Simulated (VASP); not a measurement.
Consider the following.

```
CELL_PARAMETERS angstrom
      3.94210     0.00000     0.00000
      0.00000     3.94210     0.00000
      0.00000     0.00000     3.94210
ATOMIC_POSITIONS crystal
  Sc 0.00000 0.00000 0.00000
  Al 0.00000 0.50000 0.50000
  Al 0.50000 0.00000 0.50000
  Al 0.50000 0.50000 0.00000
```

Method: PBE GGA, VASP's PBE PAW potentials (set 64) (plane waves; VASP). Run with 480 eV cut-off, 8×8×8 Γ-centred mesh, first-order Methfessel-Paxton smearing of 0.10 eV, potentials Sc_sv Al.

Give the stress tensor in GPa (positive for a compressed cell).

```
13.64   0.00   0.00
 0.00  13.64   0.00
 0.00   0.00  13.64
```
The pressure is its mean diagonal, 13.64 GPa.

The compound is Al3Sc in the L1_2 structure. This cell was strained or had an atom moved on purpose.
